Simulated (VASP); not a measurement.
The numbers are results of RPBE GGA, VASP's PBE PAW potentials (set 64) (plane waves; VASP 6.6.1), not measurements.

VASP input:

**POSCAR**
```
Zn
1
    1.3300000000    -2.3036280000     0.0000000000
    1.3300000000     2.3036280000     0.0000000000
    0.0000000000     0.0000000000     4.9500000000
Zn
2
Direct
  0.3333330000   0.6666670000   0.2500000000
  0.6666670000   0.3333330000   0.7500000000
```

KPOINTS:
```
Automatic mesh
0
G
 14 14 7
```

### INCAR
```
SYSTEM = Zn
PREC = Accurate
ENCUT = 520
EDIFF = 1E-6
NELM = 100
ALGO = Normal
LREAL = .FALSE.
LASPH = .TRUE.
ISMEAR = 1
SIGMA = 0.1
GGA = RP
LMAXMIX = 4
LWAVE = .FALSE.
LCHARG = .FALSE.
IBRION = 2
ISIF = 3
NSW = 60
EDIFFG = -0.01
```

POTCAR, in this order: Zn (PBE.64 set). Program: vasp_std.

Energy and stress use the plane-wave basis of the starting cell.

Estimate the energy per atom (σ→0), volume per atom, band gap (on the k-mesh).

energy per atom (σ→0): -0.739 eV/atom
band gap (on the k-mesh): none (metal, semimetal or under 0.01 eV)
volume per atom: 15.79 Å³/atom

File OSZICAR:
```
...
   9 F= -.14785717E+01 E0= -.14786672E+01  d E =-.566485E-03
       N       E                     dE             d eps       ncg     rms          rms(c)
DAV:   1    -0.148218632655E+01   -0.36138E-02   -0.41192E-02  3112   0.393E+00    0.428E-01
DAV:   2    -0.147908892137E+01    0.30974E-02   -0.12849E-02  3112   0.249E+00    0.142E-01
DAV:   3    -0.147879099772E+01    0.29792E-03   -0.21125E-04  3768   0.240E-01    0.779E-02
DAV:   4    -0.147865464430E+01    0.13635E-03   -0.39094E-05  4168   0.117E-01    0.442E-03
DAV:   5    -0.147865465287E+01   -0.85738E-08   -0.60779E-06  3136   0.275E-02
  10 F= -.14786547E+01 E0= -.14787581E+01  d E =-.829999E-04
```

The compound is Zn in the hcp structure. This run relaxes it. Symmetry was kept, so distortions that lower it aren't found.
